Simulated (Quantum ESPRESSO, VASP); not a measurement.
Given: the input of a run of Quantum ESPRESSO 7.5 on Sr2Re. 

pw.in

```
&CONTROL
  calculation = 'scf'
  prefix = 'pwscf'
  outdir = './tmp'
  pseudo_dir = './pseudo'
  tprnfor = .true.
  tstress = .true.
  disk_io = 'nowf'
/
&SYSTEM
  ibrav = 0
  nat = 3
  ntyp = 2
  ecutwfc = 55
  ecutrho = 440
  nbnd = 25
  occupations = 'smearing'
  smearing = 'fd'
  degauss = 0.00367493
/
&ELECTRONS
  conv_thr = 6d-10
  electron_maxstep = 120
  mixing_beta = 0.5
/
ATOMIC_SPECIES
Sr    87.6200 Sr_pbe_v1.uspp.F.UPF
Re   186.2070 Re_pbe_v1.2.uspp.F.UPF
CELL_PARAMETERS angstrom
   0.0000000000    3.2995233600    3.2995233600
   3.2995233600    0.0000000000    3.2995233600
   3.2995233600    3.2995233600    0.0000000000
ATOMIC_POSITIONS crystal
Sr     0.2500000000    0.2500000000    0.2500000000
Sr     0.5000000000    0.5000000000    0.5000000000
Re     0.0000000000    0.0000000000    0.0000000000
K_POINTS automatic
7 7 7 0 0 0
```

Potentials or basis: SSSP 1.3 efficiency PBE.

Launch:

```bash
$ OMP_NUM_THREADS=1 pw.x -in pw.in > pw.out
```

**Question.** Set up the same calculation for VASP 6.6.1. Potentials or basis there: PBE PAW files Re, Sr_sv, 520 eV.

**Answer.** As run (cutoffs and basis follow the program's own potentials, and thresholds, step limits or extra output files can differ):

Contents of INCAR:

```
SYSTEM = Sr2Re
  PREC = Accurate
  ENCUT = 520
  EDIFF = 1E-7
  ISMEAR = -1
  SIGMA = 0.05
  LREAL = .False.
  LASPH = .True.
  NELM = 100
  ALGO = Normal
  ISIF = 2
  LWAVE = .False.
  LCHARG = .False.
  GGA = PE
  NBANDS = 20
```

The input KPOINTS:

```
regular mesh
0
Gamma
  7 7 7
  0 0 0
```

File POSCAR:

```
Sr2Re
1.0
    0.0000000000      3.2995233600      3.2995233600
    3.2995233600      0.0000000000      3.2995233600
    3.2995233600      3.2995233600      0.0000000000
Sr Re
2 1
Direct
    0.2500000000      0.2500000000      0.2500000000
    0.5000000000      0.5000000000      0.5000000000
    0.0000000000      0.0000000000      0.0000000000
```

Potentials or basis: VASP PAW PBE potentials, release 64 (Sr_sv, Re).

Launch:

```sh
$ cat potpaw_PBE.64/Sr_sv/POTCAR potpaw_PBE.64/Re/POTCAR > POTCAR
$ mpirun -np 1 vasp_std > vasp.out
```

Both were run:

|  | Quantum ESPRESSO | VASP |
| --- | --- | --- |
| Pressure | 14.7 GPa | 15.4 GPa |

The potentials hold 35 and 27 valence electrons a cell.

The cell lies far from this level's equilibrium.

Pressure is positive in compression.
